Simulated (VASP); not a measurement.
Calculation: PW91 GGA, VASP's PBE PAW potentials (set 64) (plane waves; VASP).

VASP ran on this input.

### KPOINTS
```
Regular mesh
0
gamma
  17 17 17
```

### INCAR
```
ALGO = Normal
EDIFF = 1E-7
ENCUT = 520
GGA = 91
ISIF = 2
ISMEAR = -5
LASPH = .TRUE.
LCHARG = .TRUE.
LMAXMIX = 4
LORBIT = 11
LREAL = .FALSE.
LWAVE = .FALSE.
NEDOS = 601
NELM = 100
PREC = Accurate
SYSTEM = Ag
```

**POSCAR**
```
Ag
1
    0.0000000000     2.0733022365     2.0733022365
    2.0733022365     0.0000000000     2.0733022365
    2.0733022365     2.0733022365     0.0000000000
Ag
1
Direct
  0.0000000000   0.0000000000   0.0000000000
```

POTCAR, in this order: Ag (PBE.64 set). Program: vasp_std.

**Question.** Predict the energy per atom (σ→0), band gap (on the k-mesh).

**Answer.** 
```
Item                                                         Value
------------------------  ----------------------------------------
energy per atom (σ→0)                               -2.751 eV/atom
band gap (on the k-mesh)  none (metal, semimetal or under 0.01 eV)
```

### OSZICAR
```
...
DAV:   6    -0.276067491030E+01    0.26045E+00   -0.12923E+00  3034   0.122E+01    0.300E+00
DAV:   7    -0.275359273970E+01    0.70822E-02   -0.83457E-03  3197   0.103E+00    0.171E+00
DAV:   8    -0.275071131652E+01    0.28814E-02   -0.63279E-04  3047   0.243E-01    0.607E-02
DAV:   9    -0.275071850787E+01   -0.71914E-05   -0.74536E-06  3570   0.252E-02    0.121E-02
DAV:  10    -0.275072373865E+01   -0.52308E-05   -0.29350E-06  3268   0.208E-02    0.428E-03
DAV:  11    -0.275072329475E+01    0.44389E-06   -0.65983E-08  2314   0.276E-03    0.341E-04
DAV:  12    -0.275072322664E+01    0.68115E-07   -0.48400E-09  1547   0.768E-04
   1 F= -.27507232E+01 E0= -.27507232E+01  d E =0.000000E+00
```

The compound is Ag in the fcc structure. It was relaxed first.
